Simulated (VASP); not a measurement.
Here is the system:

```
CELL_PARAMETERS angstrom
     -2.20013     2.20013     2.20013
      2.20013    -2.20013     2.20013
      2.20013     2.20013    -2.20013
ATOMIC_POSITIONS crystal
  Eu 0.00000 0.00000 0.00000
```

Computed with TPSS meta-GGA, VASP's PBE PAW potentials (set 64) (plane waves; VASP). Run with 520 eV cut-off, 13×13×13 Γ-centred mesh, tetrahedra with Blöchl corrections, potentials Eu_2.

The 4f electrons are frozen in the core of the lanthanide potential, so 4f levels, which can set the real gap, and their magnetism are missing.

**Question.** Give the energies of bands 4 to 7 at the high-symmetry points, in eV from the Fermi level.

**Answer.** 
```json
[
 {"band": "4", "Γ": "-3.82", "H": "-0.53", "N": "-1.14", "P": "0.66"},
 {"band": "5", "Γ": "2.64", "H": "-0.53", "N": "1.13", "P": "0.66"},
 {"band": "6", "Γ": "2.64", "H": "5.37", "N": "1.26", "P": "0.66"},
 {"band": "7", "Γ": "2.64", "H": "5.37", "N": "4.33", "P": "4.64"}
]
```

It has no gap at this level: it comes out as a metal or semimetal.

The compound is Eu in the bcc structure. It was relaxed first, which changed the volume by -11 %.
